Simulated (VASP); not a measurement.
Cl3In, 4 atoms in the cell. The cell holds a molecule in a box, 4 atoms: a = 11.000 Å, b = 13.000 Å, c = 13.000 Å, α = 90.00°, β = 90.00°, γ = 90.00°. 

```yaml
Program: VASP 6.6.1
Task: single point
Functional: vdW-DF2
Potentials_or_basis: VASP PAW PBE potentials, release 64 (Cl, In_d)
Cutoff: 520 eV
k_mesh: 1 × 1 × 1
Occupations: gaussian, width 0.01 eV
Spin: no spin polarisation
Further_INCAR_settings: ALGO = Normal; EDIFF = 1e-07
```

Potentials or basis: VASP PAW PBE potentials, release 64 (Cl, In_d).

Launch:

```sh
$ cat potpaw_PBE.64/Cl/POTCAR potpaw_PBE.64/In_d/POTCAR > POTCAR
$ mpirun -np 1 vasp_gam > vasp.out
```

Hardware: 1 thread of Intel(R) Xeon(R) Platinum 8488C (Sapphire Rapids) (shared host).

Problem. Estimate the wall time of this run.

Solution. It took 24 min on 1 thread of Intel(R) Xeon(R) Platinum 8488C (Sapphire Rapids), on a shared host, peak memory 4.6 GiB. Counts: scf iterations 27, k points 1.
